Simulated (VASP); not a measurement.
Level of theory: vdW-DF-cx, VASP's PBE PAW potentials (set 64) (plane waves; VASP).

Input for VASP

### INCAR
```
# general
SYSTEM   = Ti
PREC     = Accurate
ENCUT    = 520   # plane-wave cut-off (eV)
LREAL    = F
LASPH    = T   # aspherical one-centre terms

# electronic loop
EDIFF    = 1E-7   # SCF stop (eV)
NELM     = 100   # most electronic steps
ALGO     = Normal   # blocked Davidson
LMAXMIX  = 4   # l cut-off of mixed one-centre charges

# smearing
ISMEAR   = -5   # tetrahedra, Bloechl

# functional
GGA      = CX
LUSE_VDW = T
AGGAC    = 0.0

# ions
ISIF     = 2

# output
LWAVE    = F
LCHARG   = T
LORBIT   = 11
NEDOS    = 601
```

**POSCAR**
```
Ti
1.0
  1.4509968665  -2.5132003503   0.0000000000
  1.4509968665   2.5132003503   0.0000000000
  0.0000000000   0.0000000000   4.5998960665
Ti
2
Cartesian
  1.4509968665   0.8377351256   1.1499740166
  1.4509968665  -0.8377351256   3.4499220499
```

File KPOINTS:
```
Regular mesh
0
Gamma
 16 16 9
```

POTCAR, in this order: Ti_sv (PBE.64 set). Program: vasp_std.

**Question.** What does the run give for the energy per atom (σ→0), band gap (on the k-mesh)?

**Answer.** 
```yaml
energy per atom (σ→0): -5.173 eV/atom
band gap (on the k-mesh): none (metal, semimetal or under 0.01 eV)
```

**OSZICAR**
```
...
DAV:   9    -0.103454687229E+02    0.95628E-02   -0.53042E-02  5744   0.273E+00    0.590E-02
DAV:  10    -0.103457500723E+02   -0.28135E-03   -0.26412E-03  7664   0.416E-01    0.883E-02
DAV:  11    -0.103457901409E+02   -0.40069E-04   -0.18159E-04  5680   0.132E-01    0.290E-02
DAV:  12    -0.103457805850E+02    0.95559E-05   -0.35024E-05  6128   0.514E-02    0.414E-03
DAV:  13    -0.103457816067E+02   -0.10217E-05   -0.76887E-07  5928   0.911E-03    0.718E-04
DAV:  14    -0.103457820350E+02   -0.42832E-06   -0.17098E-07  4136   0.330E-03    0.549E-04
DAV:  15    -0.103457820258E+02    0.92214E-08   -0.27826E-08  3160   0.177E-03
   1 F= -.10345782E+02 E0= -.10345782E+02  d E =0.000000E+00
```

The compound is Ti in the hcp structure. It was relaxed first.
